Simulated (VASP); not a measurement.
# Mn2C (P6/mmm) in VASP: relaxation of cell and atoms with PBE

Aim: the relaxation of cell and atoms of Mn2C with PBE.

Everything below comes from runs of VASP 6.6.1. Logs are shortened: lines on timing, memory, paths and dates and some standing lists are left out, and cuts for length are marked.

### Step 1. The crystal as given

It takes space group P6/mmm (No. 191, hexagonal). Conventional cell: a = 3.589 Å, b = 3.589 Å, c = 3.306 Å, α = 90.00°, β = 90.00°, γ = 120.00°. Mn (site symmetry -6m2) has 3 Mn at 2.07 Å as nearest neighbours. Around C (site symmetry 6/mmm) lie 12 Mn at 2.65 Å.

The cell was built by a generator and needn't be a form met in nature.

### Step 2. Relaxation of cell and atoms, PBE, collinear spin, ferromagnetic start

Input file INCAR:

```
ALGO = Fast
EDIFF = 1E-4
EDIFFG = -0.08
ENCUT = 520
GGA = PE
IBRION = 2
ISIF = 3
ISMEAR = 0
ISPIN = 2
LASPH = T
LCHARG = F
LMAXMIX = 4
LORBIT = 11
LREAL = F
LWAVE = F
MAGMOM = 4 4 0
NELM = 60
NSW = 24
PREC = Normal
SIGMA = 0.15
```

Input file KPOINTS:

```
k-points
0
Gamma
  7 7 6
```

Input file POSCAR:

```
Mn2C
1.0
    3.5893937800      0.0000000000      0.0000000000
   -1.7946968900      3.1085062000      0.0000000000
    0.0000000000      0.0000000000      3.3061128900
Mn C
2 1
Direct
    0.3333333300      0.6666666700      0.0000000000
    0.6666666700      0.3333333300      0.0000000000
    0.0000000000      0.0000000000      0.5000000000
```

Potentials or basis: VASP PAW PBE potentials, release 64 (Mn_pv, C).

Started as:

```sh
cat potpaw_PBE.64/Mn_pv/POTCAR potpaw_PBE.64/C/POTCAR > POTCAR
mpirun -np 1 vasp_std > vasp.out
```

OUTCAR:

```text
EDIFF = 1E-4
   EDIFFG = -0.08
   ENCUT = 520
   GGA = PE
   IBRION = 2
   ISIF = 3
   ISMEAR = 0
   ISPIN = 2
   LASPH = T
   LORBIT = 11
   LREAL = F
   NELM = 60
   NSW = 24
   PREC = Normal

 ion  position               nearest neighbor table
   1  0.333  0.667  0.000-   2 2.07   2 2.07   2 2.07
   2  0.667  0.333  0.000-   1 2.07   1 2.07   1 2.07
   3  0.000  0.000  0.500-

  LATTYP: Found a hexagonal cell.
 ALAT       =     3.5893937800
 C/A-ratio  =     0.9210783471

  Lattice vectors:

 A1 = (   3.5893937800,   0.0000000000,   0.0000000000)
 A2 = (  -1.7946968900,   3.1085062000,   0.0000000000)
 A3 = (   0.0000000000,   0.0000000000,   3.3061128900)

Analysis of symmetry for initial positions (statically):
=====================================================================
 Subroutine PRICEL returns:
 Original cell was already a primitive cell.

 Routine SETGRP: Setting up the symmetry group for a
 hexagonal supercell.

 Subroutine GETGRP returns: Found 24 space group operations
 (whereof 24 operations were pure point group operations)
 out of a pool of 24 trial point group operations.

The static configuration has the point symmetry D_6h.

Analysis of symmetry for dynamics (positions and initial velocities):
=====================================================================
 Subroutine PRICEL returns:
 Original cell was already a primitive cell.

 Routine SETGRP: Setting up the symmetry group for a
 hexagonal supercell.

 Subroutine GETGRP returns: Found 24 space group operations
 (whereof 24 operations were pure point group operations)
 out of a pool of 24 trial point group operations.

The dynamic configuration has the point symmetry D_6h.

Analysis of structural, dynamic, and magnetic symmetry:
=====================================================================
 Subroutine PRICEL returns:
 Original cell was already a primitive cell.

 Routine SETGRP: Setting up the symmetry group for a
 hexagonal supercell.

 Subroutine GETGRP returns: Found 24 space group operations
 (whereof 24 operations were pure point group operations)
 out of a pool of 24 trial point group operations.

The overall configuration has the point symmetry D_6h.

 Subroutine INISYM returns: Found 24 space group operations
 (whereof 24 operations are pure point group operations),
 and found     1 'primitive' translations

----------------------------------------------------------------------------------------

                                     Primitive cell

  volume of cell :      36.8885

  direct lattice vectors                    reciprocal lattice vectors
     3.589393780  0.000000000  0.000000000     0.278598577  0.160848963  0.000000000
    -1.794696890  3.108506200  0.000000000     0.000000000  0.321697927  0.000000000
     0.000000000  0.000000000  3.306112890     0.000000000  0.000000000  0.302470010

  length of vectors
     3.589393780  3.589393782  3.306112890     0.321697927  0.321697927  0.302470010

  position of ions in fractional coordinates (direct lattice)
     0.333333330  0.666666670  0.000000000
     0.666666670  0.333333330  0.000000000
     0.000000000  0.000000000  0.500000000

  ion indices of the primitive-cell ions
   primitive index   ion index
                 1           1
                 2           2
                 3           3

----------------------------------------------------------------------------------------

 KPOINTS: k-points

Automatic generation of k-mesh.
 Grid dimensions read from file:
 generate k-points for:    7    7    6

 Generating k-lattice:

  Cartesian coordinates                     Fractional coordinates (reciprocal lattice)
     0.039799797  0.022978423  0.000000000     0.142857143  0.000000000  0.000000000
     0.000000000  0.045956847  0.000000000     0.000000000  0.142857143  0.000000000
     0.000000000  0.000000000  0.050411668     0.000000000  0.000000000  0.166666667

  Length of vectors
     0.045956847  0.045956847  0.050411668

  Shift w.r.t. Gamma in fractional coordinates (k-lattice)
     0.000000000  0.000000000  0.000000000

 Subroutine IBZKPT returns following result:
 ===========================================

 Found     32 irreducible k-points:

 Following reciprocal coordinates:
            Coordinates               Weight
  0.000000  0.000000  0.000000      1.000000
  0.142857  0.000000  0.000000      6.000000
  0.285714  0.000000  0.000000      6.000000
  0.428571  0.000000  0.000000      6.000000
  0.142857  0.142857  0.000000      6.000000
  0.285714  0.142857  0.000000     12.000000
[... 16 lines left out ...]
  0.428571  0.142857  0.333333     12.000000
  0.285714  0.285714  0.333333     12.000000
 [... further k-points ...]
   k-points           NKPTS =     32   k-points in BZ     NKDIM =     32   number of bands    NBANDS=     23
   number of dos      NEDOS =    301   number of ions     NIONS =      3
   total plane-waves  NPLWV =   7200
   dimension x,y,z NGX =    20 NGY =   20 NGZ =   18
   dimension x,y,z NGXF=    40 NGYF=   40 NGZF=   36
   ions per type =               2   1
   NGX,Y,Z   is equivalent  to a cutoff of   9.26,  9.26,  9.05 a.u.
   NGXF,Y,Z  is equivalent  to a cutoff of  18.53, 18.53, 18.10 a.u.
 SYSTEM =  unknown system
   PREC   = normal    normal or accurate (medium, high low for compatibility)
   ISTART =      0    job   : 0-new  1-cont  2-samecut
   ICHARG =      2    charge: 1-file 2-atom 10-const
   ISPIN  =      2    spin polarized calculation?
   LNONCOLLINEAR =      F non collinear calculations
   LSORBIT =      F    spin-orbit coupling
   LASPH  =      T    aspherical Exc in radial PAW
   ENCUT  =  520.0 eV  38.22 Ry    6.18 a.u.   6.67  6.67  6.15*2*pi/ulx,y,z
   NELM   =     60;   NELMIN=  2; NELMDL= -5     # of ELM steps
   EDIFF  = 0.1E-03   stopping-criterion for ELM
   LREAL  =      F    real-space projection
   EDIFFG = -.8E-01   stopping-criterion for IOM
   NSW    =     24    number of steps for IOM
   IBRION =      2    ionic relax: 0-MD 1-quasi-New 2-CG
   NFREE  =      1    steps in history (QN), initial steepest desc. (CG)
   ISIF   =      3    stress and relaxation
   ISYM   =      2    0-nonsym 1-usesym 2-fastsym
   POTIM  = 0.5000    time-step for ionic-motion
   TEBEG  =    0.0;   TEEND  =   0.0 temperature during run
   PSTRESS=    0.0 pullay stress
   NELECT =      30.0000    total number of electrons
   NUPDOWN=      -1.0000    fix difference up-down
   EMIN   =  10.00;   EMAX   =-10.00  energy-range for DOS
   EFERMI =   0.00;   METHOD = LEGACY
   ISMEAR =     0;   SIGMA  =   0.15  broadening in eV -4-tet -1-fermi 0-gaus
   EFERMI_NEDOS =   21; number of points for ismear=-14 and -15
   IALGO  =     68    algorithm
   IMIX   =      4    mixing-type and parameters
     AMIX     =   0.40;   BMIX     =  1.00
     AMIX_MAG =   1.60;   BMIX_MAG =  1.00
  volume/ion in A,a.u.               =      12.30        82.98
  Fermi-wavevector in a.u.,A,eV,Ry     =   1.528100  2.887690 31.770818  2.335089
  Thomas-Fermi vector in A             =   2.635905
   LORBIT       =     11    0 simple, 1 ext, 2 COOP (PROOUT), +10 PAW based schemes
   GGA     = PE    functional components
   LHFCALC =     F    Hartree Fock is set to
   AEXX    =    0.0000 exact exchange contribution
   IVDW    =     0    specifies the selected vdW correction
   LEPSILON=     F    determine dielectric tensor
   LRPA    =     F    only Hartree local field effects (RPA)
 conjugate gradient relaxation of ions
 spin polarized calculation
 RMM-DIIS sequential band-by-band and
 Gauss-broadening in eV      SIGMA  =   0.15
  energy-cutoff  :      520.00
  volume of cell :       36.89
 maximum number of plane-waves:      1014
   NGX = 13   NGY = 13   NGZ = 13

--------------------------------------- Ionic step        1  -------------------------------------------

 number of electron      29.9999953 magnetization       0.0143432

 Free energy of the ion-electron system (eV)
  ---------------------------------------------------
  ext. energy  EPLUGINS =         0.00000000
  ---------------------------------------------------
  free energy    TOTEN  =       -21.37050740 eV

  energy without entropy =      -21.33087186  energy(sigma->0) =      -21.35068963

------------------------ aborting loop because EDIFF is reached ----------------------------------------

  FORCE on cell =-STRESS in cart. coord.  units (eV):
  Direction    XX          YY          ZZ          XY          YZ          ZX
  --------------------------------------------------------------------------------------
  -------------------------------------------------------------------------------------
  Total       -2.0685121     -2.0685121     -9.8770691      0.0000000      0.0000000      0.0000000
  in kB      -89.8417360    -89.8417361   -428.9909709      0.0000000      0.0000000      0.0000000
  external PRESSURE =    -202.8914810 kB  Pullay stress =       0.0000000 kB
[... 219 lines left out ...]
--------------------------------------- Ionic step        7  -------------------------------------------

 number of electron      29.9999942 magnetization       0.0000185

 number of electron      29.9999942 magnetization      -0.0000072

 E-fermi :   9.8935     XC(G=0): -13.4713

 val. band max:        9.8865251736   @ k =   0.2857   0.1429   0.1667
 cond. band min:       9.9335990937   @ k =   0.2857   0.2857   0.0000
 fundamental gap:      0.0470739201
 Fermi energy:         9.8935190279

 spin component 1

 k-point     1 :       0.0000    0.0000    0.0000
  band No.  band energies     occupation
      1     -38.9281      1.00000
      2     -38.9280      1.00000
      3     -38.2915      1.00000
      4     -37.9966      1.00000
      5     -37.7934      1.00000
      6     -37.7934      1.00000
[... 613 lines left out ...]
     22      16.7658      0.00000
     23      19.8120      0.00000

 [... further k-points ...]

 spin component 2

 k-point     1 :       0.0000    0.0000    0.0000
  band No.  band energies     occupation
      1     -38.9280      1.00000
      2     -38.9279      1.00000
      3     -38.2915      1.00000
      4     -37.9966      1.00000
      5     -37.7933      1.00000
      6     -37.7933      1.00000
[... 613 lines left out ...]
     22      16.7658      0.00000
     23      19.8120      0.00000

 [... further k-points ...]

------------------------ aborting loop because EDIFF is reached ----------------------------------------

  FORCE on cell =-STRESS in cart. coord.  units (eV):
  Direction    XX          YY          ZZ          XY          YZ          ZX
  --------------------------------------------------------------------------------------
  -------------------------------------------------------------------------------------
  Total       -0.6655788     -0.6655788     -0.9355132     -0.0000000     -0.0000000      0.0000000
  in kB      -36.4801810    -36.4801811    -51.2752093     -0.0000000     -0.0000000      0.0000000
  external PRESSURE =     -41.4118572 kB  Pullay stress =       0.0000000 kB
[... 24 lines left out ...]
--------------------------------------- Ionic step        8  -------------------------------------------

 number of electron      29.9999915 magnetization       0.0000321

 number of electron      29.9999916 magnetization      -0.0000674

 Free energy of the ion-electron system (eV)
  ---------------------------------------------------
  ext. energy  EPLUGINS =         0.00000000
  ---------------------------------------------------
  free energy    TOTEN  =       -23.04826430 eV

  energy without entropy =      -23.01989287  energy(sigma->0) =      -23.03407859

 E-fermi :  10.2346     XC(G=0): -13.6061

 val. band max:       10.1201899929   @ k =   0.2857   0.2857   0.1667
 cond. band min:      10.2346000113   @ k =   0.2857   0.1429   0.1667
 fundamental gap:      0.1144100184
 Fermi energy:        10.2345909344

 spin component 1

 k-point     1 :       0.0000    0.0000    0.0000
  band No.  band energies     occupation
      1     -38.6402      1.00000
      2     -38.6402      1.00000
      3     -37.9598      1.00000
      4     -37.6496      1.00000
      5     -37.4497      1.00000
      6     -37.4497      1.00000
[... 613 lines left out ...]
     22      17.2773      0.00000
     23      20.3457      0.00000

 [... further k-points ...]

 spin component 2

 k-point     1 :       0.0000    0.0000    0.0000
  band No.  band energies     occupation
      1     -38.6402      1.00000
      2     -38.6402      1.00000
      3     -37.9598      1.00000
      4     -37.6495      1.00000
      5     -37.4497      1.00000
      6     -37.4497      1.00000
[... 613 lines left out ...]
     22      17.2773      0.00000
     23      20.3457      0.00000

 [... further k-points ...]

------------------------ aborting loop because EDIFF is reached ----------------------------------------

  FORCE on cell =-STRESS in cart. coord.  units (eV):
  Direction    XX          YY          ZZ          XY          YZ          ZX
  --------------------------------------------------------------------------------------
  -------------------------------------------------------------------------------------
  Total       -0.0208963     -0.0208963     -0.1938741      0.0000000      0.0000000      0.0000000
  in kB       -1.1723140     -1.1723140    -10.8766368      0.0000000      0.0000000      0.0000000
  external PRESSURE =      -4.4070883 kB  Pullay stress =       0.0000000 kB
[... 18 lines left out ...]
  FREE ENERGIE OF THE ION-ELECTRON SYSTEM (eV)
  ---------------------------------------------------
  free  energy   TOTEN  =       -23.0482643036 eV

  energy  without entropy=      -23.0198928680  energy(sigma->0) =      -23.03407859

 reached required accuracy - stopping structural energy minimisation

 total charge

# of ion       s       p       d       tot
------------------------------------------
    1        0.376   6.356   5.402  12.134
    2        0.376   6.356   5.402  12.134
    3        0.903   1.246   0.000   2.149
--------------------------------------------------
tot          1.655  13.958  10.804  26.417

 magnetization (x)

# of ion       s       p       d       tot
------------------------------------------
    1        0.000   0.000  -0.000  -0.000
    2        0.000   0.000  -0.000  -0.000
    3       -0.000   0.000   0.000   0.000
--------------------------------------------------
tot          0.000   0.000  -0.000  -0.000
```

Wall time 2 min (1 thread of AMD EPYC 7R13 (Zen 3), shared host); peak memory 0.13 GiB.

Results:

```yaml
Free_energy: -23.0483 eV
Relaxed_volume: 9.52 Å³/atom
Relaxed_cell: a = 3.606 Å, b = 3.606 Å, c = 2.536 Å, α = 90.00°, β = 90.00°, γ = 120.00°
Space_group_after_relaxing_to_0.05_Å: P6/mmm (No. 191)
Energy_gained_by_relaxing: 559.3 meV/atom
Ionic_steps: 8
Pressure_after_relaxing: -0.4 GPa
Band_gap_on_the_k_mesh: none (metal or under the smearing width)
Net_moment: 0.00 μB per cell
Valence_electrons_inside_the_program's_atomic_spheres: Mn 12.13; C 2.15
```

The path:
```csv
step,energy change (eV),largest force (eV/Å),pressure (GPa),volume (Å³)
1,0.0000,0.0000,-20.29,36.89
2,-1.2534,0.0000,8.66,29.00
3,-1.3036,0.0000,17.44,27.94
4,-1.5431,0.0000,10.14,27.26
5,-1.6487,0.0000,7.99,27.57
6,-1.6493,0.0000,9.85,27.58
7,-1.6670,0.0000,-4.14,29.23
8,-1.6778,0.0000,-0.44,28.56
```

Final structure:
```xyz
3
Lattice="3.6059 0.0000 0.0000 -1.8030 3.1228 0.0000 0.0000 0.0000 2.5361" Properties=species:S:1:pos:R:3 pbc="T T T"
Mn    0.0000    2.0819    0.0000
Mn    1.8030    1.0409    0.0000
C     0.0000    0.0000    1.2681
```

Caveat: the starting moments collapsed, and a magnetic state may lie lower; the volume moved by over 15 % at a fixed basis, so the end points are rough; the relaxation stopped at a loose force limit of 0.08 eV/Å, so its end isn't a converged minimum.
